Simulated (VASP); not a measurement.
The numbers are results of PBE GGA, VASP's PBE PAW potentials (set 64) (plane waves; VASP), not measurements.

A VASP calculation is set up with these files.

### POSCAR
```
BeB31N32
1
    7.2488848260     0.0000000000     0.0000000000
    0.0000000000     7.2488848260     0.0000000000
   -0.0000000000    -0.0000000000     7.2488848260
B N Be
31 32 1
Direct
  0.5000000000   0.0000000000   0.0000000000
  0.7500000000   0.2500000000   0.0000000000
  0.7500000000   0.0000000000   0.2500000000
  0.0000000000   0.0000000000   0.0000000000
  0.2500000000   0.2500000000   0.0000000000
  0.5000000000   0.5000000000   0.0000000000
  0.7500000000   0.7500000000   0.0000000000
  0.2500000000   0.0000000000   0.2500000000
  0.5027990000   0.2568010000   0.2518910000
  0.7431490000   0.4940840000   0.2509450000
  0.5000000000   0.0000000000   0.5000000000
  0.7441190000   0.2469870000   0.4942700000
  0.7500000000   0.0000000000   0.7500000000
  0.0000000000   0.5000000000   0.0000000000
  0.2500000000   0.7500000000   0.0000000000
  0.0000000000   0.2500000000   0.2500000000
  0.2494390000   0.5006050000   0.2510590000
  0.5020570000   0.7566080000   0.2529940000
  0.0000000000   0.0000000000   0.5000000000
  0.2433970000   0.2446250000   0.4964780000
  0.7544840000   0.7493610000   0.5014570000
  0.2500000000   0.0000000000   0.7500000000
  0.5055630000   0.2502700000   0.7560440000
  0.7473140000   0.4963830000   0.7486340000
  0.0000000000   0.7500000000   0.2500000000
  0.0000000000   0.5000000000   0.5000000000
  0.2461040000   0.7482700000   0.4990880000
  0.0000000000   0.2500000000   0.7500000000
  0.2437540000   0.4971390000   0.7437360000
  0.5052010000   0.7556360000   0.7493400000
  0.0000000000   0.7500000000   0.7500000000
  0.6250000000   0.1250000000   0.1250000000
  0.8750000000   0.3750000000   0.1250000000
  0.8750000000   0.1250000000   0.3750000000
  0.1250000000   0.1250000000   0.1250000000
  0.3787780000   0.3756750000   0.1202730000
  0.6279950000   0.6183040000   0.1251820000
  0.8750000000   0.8750000000   0.1250000000
  0.3797080000   0.1264600000   0.3743830000
  0.6183380000   0.3700150000   0.3770100000
  0.8773430000   0.6298060000   0.3716110000
  0.6318420000   0.1194690000   0.6291040000
  0.8806610000   0.3780770000   0.6289370000
  0.8750000000   0.1250000000   0.8750000000
  0.1250000000   0.6250000000   0.1250000000
  0.3750000000   0.8750000000   0.1250000000
  0.1259300000   0.3751480000   0.3750930000
  0.3685730000   0.6208280000   0.3717210000
  0.6276320000   0.8746890000   0.3769150000
  0.1250000000   0.1250000000   0.6250000000
  0.3799040000   0.3682310000   0.6198080000
  0.6289510000   0.6208770000   0.6242010000
  0.8750000000   0.8750000000   0.6250000000
  0.3750000000   0.1250000000   0.8750000000
  0.6248040000   0.3706120000   0.8704940000
  0.8750000000   0.6250000000   0.8750000000
  0.1250000000   0.8750000000   0.3750000000
  0.1183220000   0.6307970000   0.6214760000
  0.3706810000   0.8726790000   0.6286320000
  0.1250000000   0.3750000000   0.8750000000
  0.3807240000   0.6254860000   0.8752920000
  0.6250000000   0.8750000000   0.8750000000
  0.1250000000   0.8750000000   0.8750000000
  0.4971070000   0.5005510000   0.4946640000
```

INCAR:
```
ALGO  =  Fast
EDIFF  =  1E-5
EDIFFG  =  -0.03
ENCUT  =  400
GGA  =  PE
IBRION  =  2
ISIF  =  2
ISMEAR  =  0
ISYM  =  0
LASPH  =  T
LCHARG  =  F
LREAL  =  Auto
LWAVE  =  T
NELECT  =  256.0
NELM  =  100
NELMIN  =  4
NSW  =  60
PREC  =  Normal
SIGMA  =  0.05
SYSTEM  =  BeB31N32
```

KPOINTS:
```
Automatic mesh
0
G
1 1 1
0 0 0
```

POTCAR, in this order: B N Be (PBE.64 set). Program: vasp_gam.

The run wrote:

OSZICAR:
```
...
RMM:   3    -0.540861290951E+03    0.13341E+00   -0.32427E+00   325   0.509E+00    0.399E+00
RMM:   4    -0.540760717951E+03    0.10057E+00   -0.90574E-01   328   0.237E+00    0.132E+00
RMM:   5    -0.540773383412E+03   -0.12665E-01   -0.21027E-01   352   0.111E+00    0.548E-01
RMM:   6    -0.540774007398E+03   -0.62399E-03   -0.43824E-02   325   0.508E-01    0.323E-01
RMM:   7    -0.540773274887E+03    0.73251E-03   -0.80297E-03   323   0.236E-01    0.762E-02
RMM:   8    -0.540773519738E+03   -0.24485E-03   -0.30672E-03   334   0.131E-01    0.641E-02
RMM:   9    -0.540773390674E+03    0.12906E-03   -0.52781E-04   327   0.643E-02    0.184E-02
RMM:  10    -0.540773415811E+03   -0.25138E-04   -0.33049E-04   326   0.378E-02    0.225E-02
RMM:  11    -0.540773403021E+03    0.12790E-04   -0.41188E-05   243   0.194E-02    0.810E-03
RMM:  12    -0.540773403495E+03   -0.47423E-06   -0.27620E-05   218   0.116E-02
   2 F= -.54077340E+03 E0= -.54077340E+03  d E =0.645178E+00
       N       E                     dE             d eps       ncg     rms          rms(c)
DAV:   1    -0.542958544094E+03   -0.21851E+01   -0.33543E+02   330   0.505E+01    0.491E+00
RMM:   2    -0.543239869102E+03   -0.28133E+00   -0.65485E+00   322   0.714E+00    0.213E+00
RMM:   3    -0.543183973962E+03    0.55895E-01   -0.83551E-01   322   0.250E+00    0.162E+00
RMM:   4    -0.543168540762E+03    0.15433E-01   -0.21009E-01   325   0.110E+00    0.610E-01
RMM:   5    -0.543171353460E+03   -0.28127E-02   -0.43889E-02   348   0.501E-01    0.228E-01
RMM:   6    -0.543171503216E+03   -0.14976E-03   -0.65430E-03   332   0.206E-01    0.645E-02
RMM:   7    -0.543171521692E+03   -0.18476E-04   -0.10953E-03   334   0.876E-02    0.374E-02
RMM:   8    -0.543171546526E+03   -0.24835E-04   -0.40330E-04   326   0.483E-02    0.210E-02
RMM:   9    -0.543171536801E+03    0.97257E-05   -0.91925E-05   301   0.249E-02
   3 F= -.54317154E+03 E0= -.54317154E+03  d E =-.175296E+01
       N       E                     dE             d eps       ncg     rms          rms(c)
DAV:   1    -0.543179898914E+03   -0.83524E-02   -0.65248E+01   340   0.230E+01    0.177E+00
RMM:   2    -0.543225270833E+03   -0.45372E-01   -0.11990E+00   322   0.304E+00    0.899E-01
RMM:   3    -0.543216199411E+03    0.90714E-02   -0.19281E-01   322   0.113E+00    0.498E-01
RMM:   4    -0.543217220211E+03   -0.10208E-02   -0.42039E-02   329   0.460E-01    0.230E-01
RMM:   5    -0.543217493135E+03   -0.27292E-03   -0.48877E-03   330   0.193E-01    0.861E-02
RMM:   6    -0.543217612207E+03   -0.11907E-03   -0.14172E-03   355   0.836E-02    0.288E-02
RMM:   7    -0.543217611112E+03    0.10944E-05   -0.13320E-04   320   0.320E-02    0.128E-02
RMM:   8    -0.543217612612E+03   -0.14991E-05   -0.30496E-05   224   0.141E-02
   4 F= -.54321761E+03 E0= -.54321761E+03  d E =-.460758E-01
       N       E                     dE             d eps       ncg     rms          rms(c)
DAV:   1    -0.543317517349E+03   -0.99906E-01   -0.13549E+01   372   0.104E+01    0.805E-01
RMM:   2    -0.543326992595E+03   -0.94752E-02   -0.24727E-01   322   0.138E+00    0.411E-01
RMM:   3    -0.543325094958E+03    0.18976E-02   -0.39998E-02   322   0.513E-01    0.225E-01
RMM:   4    -0.543325318351E+03   -0.22339E-03   -0.87259E-03   330   0.209E-01    0.104E-01
RMM:   5    -0.543325372279E+03   -0.53928E-04   -0.10123E-03   333   0.865E-02    0.378E-02
RMM:   6    -0.543325392757E+03   -0.20478E-04   -0.25459E-04   337   0.365E-02    0.119E-02
RMM:   7    -0.543325393751E+03   -0.99421E-06   -0.32728E-05   223   0.149E-02
   5 F= -.54332539E+03 E0= -.54332539E+03  d E =-.153857E+00
       N       E                     dE             d eps       ncg     rms          rms(c)
DAV:   1    -0.543347404893E+03   -0.22012E-01   -0.62568E+00   356   0.716E+00    0.581E-01
RMM:   2    -0.543353881163E+03   -0.64763E-02   -0.11572E-01   322   0.953E-01    0.288E-01
RMM:   3    -0.543353820359E+03    0.60804E-04   -0.16997E-02   326   0.341E-01    0.162E-01
RMM:   4    -0.543353863771E+03   -0.43411E-04   -0.36072E-03   333   0.136E-01    0.609E-02
RMM:   5    -0.543353902404E+03   -0.38634E-04   -0.49569E-04   340   0.561E-02    0.262E-02
RMM:   6    -0.543353907739E+03   -0.53347E-05   -0.10456E-04   319   0.243E-02    0.607E-03
RMM:   7    -0.543353908192E+03   -0.45311E-06   -0.12565E-05   198   0.951E-03
   6 F= -.54335391E+03 E0= -.54335391E+03  d E =-.285144E-01
       N       E                     dE             d eps       ncg     rms          rms(c)
DAV:   1    -0.543357044695E+03   -0.31370E-02   -0.38991E-01   372   0.179E+00    0.145E-01
RMM:   2    -0.543357440879E+03   -0.39618E-03   -0.71656E-03   322   0.238E-01    0.720E-02
RMM:   3    -0.543357435065E+03    0.58132E-05   -0.10471E-03   325   0.849E-02    0.405E-02
RMM:   4    -0.543357438580E+03   -0.35141E-05   -0.23242E-04   334   0.342E-02    0.153E-02
RMM:   5    -0.543357440874E+03   -0.22946E-05   -0.29946E-05   221   0.138E-02
   7 F= -.54335744E+03 E0= -.54335744E+03  d E =-.320471E-01
       N       E                     dE             d eps       ncg     rms          rms(c)
DAV:   1    -0.543362733456E+03   -0.52949E-02   -0.18880E+00   356   0.391E+00    0.276E-01
RMM:   2    -0.543364398270E+03   -0.16648E-02   -0.30615E-02   322   0.486E-01    0.144E-01
RMM:   3    -0.543364374390E+03    0.23880E-04   -0.47360E-03   325   0.177E-01    0.786E-02
RMM:   4    -0.543364393511E+03   -0.19121E-04   -0.95087E-04   336   0.692E-02    0.308E-02
RMM:   5    -0.543364401569E+03   -0.80587E-05   -0.12096E-04   307   0.278E-02    0.983E-03
RMM:   6    -0.543364403233E+03   -0.16640E-05   -0.20452E-05   207   0.113E-02
   8 F= -.54336440E+03 E0= -.54336440E+03  d E =-.696236E-02
       N       E                     dE             d eps       ncg     rms          rms(c)
DAV:   1    -0.543364645308E+03   -0.24374E-03   -0.53597E-02   372   0.659E-01    0.466E-02
RMM:   2    -0.543364690416E+03   -0.45108E-04   -0.85840E-04   322   0.816E-02    0.243E-02
RMM:   3    -0.543364689349E+03    0.10670E-05   -0.13401E-04   327   0.299E-02    0.132E-02
RMM:   4    -0.543364689545E+03   -0.19582E-06   -0.24685E-05   211   0.119E-02
   9 F= -.54336469E+03 E0= -.54336469E+03  d E =-.724867E-02
       N       E                     dE             d eps       ncg     rms          rms(c)
DAV:   1    -0.543366413414E+03   -0.17241E-02   -0.43522E-01   356   0.188E+00    0.121E-01
RMM:   2    -0.543366829742E+03   -0.41633E-03   -0.63499E-03   322   0.221E-01    0.652E-02
RMM:   3    -0.543366846804E+03   -0.17061E-04   -0.99016E-04   326   0.798E-02    0.342E-02
RMM:   4    -0.543366853051E+03   -0.62470E-05   -0.20909E-04   338   0.317E-02    0.115E-02
RMM:   5    -0.543366854690E+03   -0.16397E-05   -0.22183E-05   209   0.124E-02
  10 F= -.54336685E+03 E0= -.54336685E+03  d E =-.216515E-02
       N       E                     dE             d eps       ncg     rms          rms(c)
DAV:   1    -0.543366877562E+03   -0.24512E-04   -0.56183E-03   388   0.213E-01    0.143E-02
RMM:   2    -0.543366883547E+03   -0.59850E-05   -0.87737E-05   310   0.266E-02    0.735E-03
RMM:   3    -0.543366884029E+03   -0.48198E-06   -0.14572E-05   194   0.101E-02    0.401E-03
RMM:   4    -0.543366884147E+03   -0.11803E-06   -0.26090E-06   190   0.450E-03
  11 F= -.54336688E+03 E0= -.54336688E+03  d E =-.219460E-02
       N       E                     dE             d eps       ncg     rms          rms(c)
DAV:   1    -0.543367333889E+03   -0.44986E-03   -0.13287E-01   340   0.104E+00    0.730E-02
RMM:   2    -0.543367450430E+03   -0.11654E-03   -0.20191E-03   322   0.126E-01    0.378E-02
RMM:   3    -0.543367452867E+03   -0.24374E-05   -0.32485E-04   326   0.459E-02    0.208E-02
RMM:   4    -0.543367455076E+03   -0.22089E-05   -0.66847E-05   270   0.184E-02
  12 F= -.54336746E+03 E0= -.54336746E+03  d E =-.570929E-03
```

**OUTCAR**
```
------------------------ aborting loop because EDIFF is reached ----------------------------------------
  FORCE on cell =-STRESS in cart. coord.  units (eV):
  Direction    XX          YY          ZZ          XY          YZ          ZX
  --------------------------------------------------------------------------------------
  Total        6.6071215      6.6000770      6.6058581      0.0114468     -0.0145416      0.0135574
  in kB       27.7913264     27.7616954     27.7860125      0.0481484     -0.0611658      0.0570262
  external PRESSURE =      27.7796781 kB  Pullay stress =       0.0000000 kB
  volume of cell :      380.90
      direct lattice vectors                 reciprocal lattice vectors
     7.248884826  0.000000000  0.000000000     0.137952254  0.000000000  0.000000000
     0.000000000  7.248884826  0.000000000     0.000000000  0.137952254  0.000000000
     0.000000000  0.000000000  7.248884826     0.000000000  0.000000000  0.137952254
  FREE ENERGIE OF THE ION-ELECTRON SYSTEM (eV)
  ---------------------------------------------------
  free  energy   TOTEN  =      -543.3674550760 eV

  energy  without entropy=     -543.3674550760  energy(sigma->0) =     -543.36745508

 reached required accuracy - stopping structural energy minimisation
```
(Selected blocks of OUTCAR.)

File CONTCAR:
```
BeB31N32
   1.00000000000000
     7.2488848260000003    0.0000000000000000    0.0000000000000000
     0.0000000000000000    7.2488848260000003    0.0000000000000000
     0.0000000000000000    0.0000000000000000    7.2488848260000003
  B               N               Be
    31    32     1
Direct
     0.5001253400899955    0.9996198105191803    0.9996913815188430
     0.7499472554716439    0.2497370800533642    0.9992835811084105
     0.7499052355058662    0.9992231922307422    0.2499075357344624
     0.0001493237997866    0.9995640930873181    0.9996613712089921
     0.2502550844835295    0.2497753629772739    0.0001184881836830
     0.5001014957429689    0.4995319759510814    0.9997261808857338
     0.7499512330429500    0.7494439582032874    0.0000905560787575
     0.2502204729294405    0.0000341208618623    0.2498759873951592
     0.5026709094706198    0.2499653345377272    0.2499979639393378
     0.7497325813274732    0.4970118644507902    0.2500620401759797
     0.5000772193164750    0.9995909705973006    0.4997163997340853
     0.7497048768111448    0.2499990087215848    0.4971609837296764
     0.7499554059715827    0.9999784710251826    0.7495592390976885
     0.0000953243560443    0.4996013577375201    0.9996397317468407
     0.2501748194720148    0.7494644102087624    0.9992651361010005
     0.0004616015713377    0.2498013626333664    0.2498844543994226
     0.2503508246577029    0.5021818302731578    0.2499620304115810
     0.4974666788504811    0.7492365963800570    0.2500054616254549
     0.0000691675414516    0.9995724608582783    0.4997482496369963
     0.2503986235095566    0.2499451145933689    0.5022560491929544
     0.7497397482212598    0.7492373085130629    0.5023100852866736
     0.2502403204991200    0.9992276196511682    0.7495391654115942
     0.4975223644395608    0.2499181204948309    0.7493815919137404
     0.7497159824921250    0.5021947278324790    0.7493739246483938
     0.9996830701399959    0.7494722433580611    0.2498722400522254
     0.0000984943312060    0.4996069462258430    0.4996873004569494
     0.2503498101047550    0.7492727769574936    0.4970878916696579
     0.9996750222954456    0.2497313321376834    0.7495398241465507
     0.2503928023954552    0.4970062734111200    0.7493720303676767
     0.5026892451404995    0.7492396568116254    0.7493744815020795
     0.0004798167484122    0.7494896134395430    0.7495654566085790
     0.6252034158927948    0.1233258489078190    0.1234188324722468
     0.8763442413347067    0.3744806888428986    0.1234053822500297
     0.8763278518287723    0.1233456684557439    0.3746230008107070
     0.1251228404948248    0.1246241568317530    0.1247173377781313
     0.3752165411951783    0.3747672738353373    0.1247396954412029
     0.6249196696781704    0.6244767630680893    0.1247229754263551
     0.8750710326218488    0.8745687883875538    0.1247489522300306
     0.3752412723169889    0.1246285893294039    0.3748253459112576
     0.6318783255285487    0.3677516405538471    0.3677820550534922
     0.8750568302328273    0.6244689149446409    0.3748605088595816
     0.6249019026750166    0.1246168754769957    0.6245996661597277
     0.8750144782680660    0.3747656091944689    0.6245853323845052
     0.8750635633170166    0.1246057568884886    0.8746915369696334
     0.1237750984195810    0.6247685750849129    0.1233790616706750
     0.3749395304712225    0.8759097802454398    0.1234017699757135
     0.1250980279224742    0.3748077642918303    0.3748308803080655
     0.3681308971607656    0.6315045911396522    0.3677529444868306
     0.6249039675118628    0.8745615810538251    0.3748532207301719
     0.1238192180574380    0.1232864887606362    0.6248191309799693
     0.3681872151269284    0.3676950982122872    0.6315836262120433
     0.6318536777091434    0.6314254314163517    0.6315640279832169
     0.8763728083491994    0.8758226687895764    0.6248749714638876
     0.3749916887908068    0.1233077204875614    0.8760280829558506
     0.6249335007622525    0.3747374850978689    0.8747007583350944
     0.8763604624035881    0.6247592264469657    0.8759567978689959
     0.1237971805433075    0.8758908801310076    0.3745907459686345
     0.1251240020749254    0.6244828210070565    0.6245568909532576
     0.3752180614320692    0.8745544114962763    0.6245591983239980
     0.1237903465871853    0.3744539673841762    0.8759844381535364
     0.3752298661944945    0.6244569982617869    0.8746689673187670
     0.6252370101975558    0.8758658611607688    0.8759981755016361
     0.1251811533554946    0.8745591032370390    0.8746244860321229
     0.4999671708150554    0.4995209768438484    0.4995663890614623
```

At this cut-off the stress carries a Pulay error, which pulls relaxed volumes low. The cell is charged, with a uniform compensating background. The supercell is sampled at Γ alone, which is coarse: total energies, pressure and levels can be off, energies of defects by several tenths of an eV.

The cell is a supercell with a defect, built from BN (zinc blende): Be_B, charge -1. The run is not spin-polarised, so no state with unpaired spins was tried.
